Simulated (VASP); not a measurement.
Computed with LDA (Ceperley-Alder, Perdew-Zunger), VASP's LDA PAW potentials (set 64) (plane waves; VASP).

A VASP calculation is set up with these files.

### KPOINTS
```
Automatic mesh
0
Gamma
12 12 7
0 0 0
```

INCAR:
```
IBRION = 1   ! quasi-Newton
NELM = 100   ! most electronic steps
SYSTEM = Zr
LASPH = .TRUE.   ! aspherical one-centre terms
SIGMA = 0.1   ! width (eV)
EDIFF = 1E-8   ! SCF stop (eV)
EDIFFG = -0.001   ! ionic stop
LMAXMIX = 4   ! l cut-off of mixed one-centre charges
ENCUT = 400
ISMEAR = 1   ! Methfessel-Paxton
ISIF = 2
LREAL = .FALSE.   ! projection in real space or not
NSW = 30   ! most ionic steps
ALGO = Normal   ! blocked Davidson
LWAVE = .FALSE.
PREC = Accurate
LCHARG = .FALSE.
```

POSCAR:
```
Zr
1.0
  1.5713344423  -2.7216310399   0.0000000000
  1.5713344423   2.7216310399   0.0000000000
  0.0000000000   0.0000000000   5.0934519624
Zr
2
Cart
  1.5713344423   0.9072121611   1.2733629906
  1.5713344423  -0.9072121611   3.8200889718
```

POTCAR, in this order: Zr_sv (LDA.64 set). Program: vasp_std.

Output of the run:

File OSZICAR:
```
       N       E                     dE             d eps       ncg     rms          rms(c)
DAV:   1     0.180597451586E+03    0.18060E+03   -0.12085E+04  2448   0.124E+03
DAV:   2    -0.622348912971E+01   -0.18682E+03   -0.18527E+03  3064   0.374E+02
DAV:   3    -0.190713465384E+02   -0.12848E+02   -0.12764E+02  4640   0.706E+01
DAV:   4    -0.192669554255E+02   -0.19561E+00   -0.19557E+00  2672   0.986E+00
DAV:   5    -0.192723438945E+02   -0.53885E-02   -0.53884E-02  3760   0.109E+00    0.164E+01
DAV:   6    -0.186895481173E+02    0.58280E+00   -0.88389E-01  2528   0.817E+00    0.669E+00
DAV:   7    -0.185744263922E+02    0.11512E+00   -0.58322E-01  3544   0.562E+00    0.107E+00
DAV:   8    -0.185770050679E+02   -0.25787E-02   -0.33599E-02  3360   0.162E+00    0.275E-01
DAV:   9    -0.185772495243E+02   -0.24446E-03   -0.11923E-03  2976   0.357E-01    0.356E-02
DAV:  10    -0.185772314182E+02    0.18106E-04   -0.34414E-05  3688   0.410E-02    0.236E-02
DAV:  11    -0.185772314893E+02   -0.71041E-07   -0.68657E-06  2680   0.347E-02    0.276E-03
DAV:  12    -0.185772314573E+02    0.31965E-07   -0.25426E-07  3600   0.369E-03    0.208E-03
DAV:  13    -0.185772314768E+02   -0.19452E-07   -0.21789E-08  2200   0.152E-03    0.718E-04
DAV:  14    -0.185772314807E+02   -0.39072E-08   -0.68074E-09  1744   0.111E-03
   1 F= -.18577231E+02 E0= -.18577742E+02  d E =-.185772E+02
```

### OUTCAR
```
------------------------ aborting loop because EDIFF is reached ----------------------------------------
  FORCE on cell =-STRESS in cart. coord.  units (eV):
  Direction    XX          YY          ZZ          XY          YZ          ZX
  --------------------------------------------------------------------------------------
  Total       -0.0242961     -0.0242961     -0.0162849      0.0000000      0.0000000      0.0000000
  in kB       -0.8935271     -0.8935270     -0.5989000      0.0000000      0.0000000      0.0000000
  external PRESSURE =      -0.7953180 kB  Pullay stress =       0.0000000 kB
  volume of cell :       43.57
      direct lattice vectors                 reciprocal lattice vectors
     1.571334442 -2.721631040  0.000000000     0.318200879 -0.183713366  0.000000000
     1.571334442  2.721631040  0.000000000     0.318200879  0.183713366  0.000000000
     0.000000000  0.000000000  5.093451962     0.000000000  0.000000000  0.196330506
 POSITION                                       TOTAL-FORCE (eV/Angst)
 -----------------------------------------------------------------------------------
      1.57133      0.90721      1.27336         0.000000     -0.000000      0.000000
      1.57133     -0.90721      3.82009        -0.000000      0.000000      0.000000
 -----------------------------------------------------------------------------------
    total drift:                               -0.000000      0.001102     -0.000018
  FREE ENERGIE OF THE ION-ELECTRON SYSTEM (eV)
  ---------------------------------------------------
  free  energy   TOTEN  =       -18.5772314807 eV

  energy  without entropy=      -18.5787630747  energy(sigma->0) =      -18.57774201

 reached required accuracy - stopping structural energy minimisation
```
(Selected blocks of OUTCAR.)

OUTCAR:
```
 val. band max:        9.5387758656   @ k =   0.3333   0.2500   0.2857

 cond. band min:       9.5885946550   @ k =   0.2500   0.1667   0.4286


 Fermi energy:         9.5636706478

 k-point     1 :       0.0000    0.0000    0.0000
  band No.  band energies     occupation
      1     -38.8838      2.00000
      2     -38.6885      2.00000
      3     -17.6692      2.00000
      4     -16.5807      2.00000
      5     -16.5807      2.00000
      6     -16.4473      2.00000
      7     -16.4203      2.00000
      8     -16.4203      2.00000
      9       3.8204      2.00000
     10       6.3349      2.00000
     11      10.4048     -0.00000
     12      10.4238     -0.00000
     13      10.4238     -0.00000
     14      10.9408     -0.00000
     15      11.1378     -0.00000
     16      11.1378     -0.00000

 k-point     2 :       0.0833    0.0000    0.0000
  band No.  band energies     occupation
      1     -38.8729      2.00000
      2     -38.6833      2.00000
      3     -17.6428      2.00000
      4     -16.6439      2.00000
      5     -16.6006      2.00000
      6     -16.4852      2.00000
      7     -16.4574      2.00000
      8     -16.4288      2.00000
      9       4.0340      2.00000
     10       6.5341      2.00000
     11       9.9103     -0.00001
     12      10.4883     -0.00000
     13      10.6234     -0.00000
     14      10.7956     -0.00000
     15      10.9640     -0.00000
     16      11.3269     -0.00000

 k-point     3 :       0.1667    0.0000    0.0000
  band No.  band energies     occupation
      1     -38.8424      2.00000
      2     -38.6697      2.00000
      3     -17.5670      2.00000
      4     -16.8153      2.00000
      5     -16.6573      2.00000
      6     -16.6529      2.00000
      7     -16.4884      2.00000
      8     -16.4538      2.00000
      9       4.6277      2.00000
     10       7.0321      2.00000
     11       9.3204      2.00311
     12       9.5370      1.43337
     13      10.4830     -0.00000
...
```

The compound is Zr in the hcp structure. It was relaxed first, which changed the volume by -6 %. The start is the result of an earlier pass.
